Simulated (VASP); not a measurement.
OSZICAR of a VASP run on Pt (space group Fm-3m):

**OSZICAR**
```
       N       E                     dE             d eps       ncg     rms          rms(c)
DAV:   1    -0.211080903047E+02   -0.21108E+02   -0.48192E+03  3967   0.843E+02
DAV:   2    -0.543497858895E+02   -0.33242E+02   -0.32171E+02  3680   0.164E+02
DAV:   3    -0.546460255568E+02   -0.29624E+00   -0.29458E+00  4175   0.156E+01
DAV:   4    -0.546470232977E+02   -0.99774E-03   -0.99768E-03  3990   0.946E-01
DAV:   5    -0.546470314893E+02   -0.81916E-05   -0.81740E-05  4055   0.774E-02    0.131E+01
DAV:   6    -0.509064349462E+02    0.37406E+01   -0.38072E+00  3581   0.165E+01    0.626E+00
DAV:   7    -0.512269721928E+02   -0.32054E+00   -0.59932E-01  3521   0.436E+00    0.445E+00
DAV:   8    -0.513147395977E+02   -0.87767E-01   -0.30699E-01  3604   0.356E+00    0.847E-01
DAV:   9    -0.513440776353E+02   -0.29338E-01   -0.35975E-02  3630   0.133E+00    0.191E-01
DAV:  10    -0.513469629968E+02   -0.28854E-02   -0.43307E-03  3674   0.480E-01    0.559E-02
DAV:  11    -0.513467912676E+02    0.17173E-03   -0.30930E-04  3668   0.148E-01    0.821E-02
DAV:  12    -0.513472724686E+02   -0.48120E-03   -0.31957E-04  3565   0.114E-01    0.671E-03
DAV:  13    -0.513472685213E+02    0.39473E-05   -0.17845E-05  3602   0.345E-02    0.572E-03
DAV:  14    -0.513472687872E+02   -0.26591E-06   -0.66745E-07  3828   0.767E-03    0.299E-03
DAV:  15    -0.513472729601E+02   -0.41729E-05   -0.18129E-06  3565   0.956E-03    0.226E-04
DAV:  16    -0.513472734144E+02   -0.45423E-06   -0.94935E-08  3076   0.271E-03    0.152E-04
DAV:  17    -0.513472734725E+02   -0.58115E-07   -0.58078E-09  1800   0.684E-04
   1 F= -.51347273E+02 E0= -.51347273E+02  d E =0.000000E+00
       N       E                     dE             ncg
```

**Question.** Which electronic solver shows in the log?

**Answer.** It is blocked Davidson (ALGO = Normal, or the opening steps of other solvers). The INCAR had ALGO = Normal.

**Question.** Can the final energy be trusted as converged?

**Answer.** The run converged. It stopped with EDIFF = 1E-7, NELM = 100 (r2SCAN+rVV10, plane waves, VASP's PBE PAW potentials (set 64)).

The structure comes from a measured Pt entry (Fm-3m) of the Crystallography Open Database, whose conditions weren't checked. It was relaxed first.
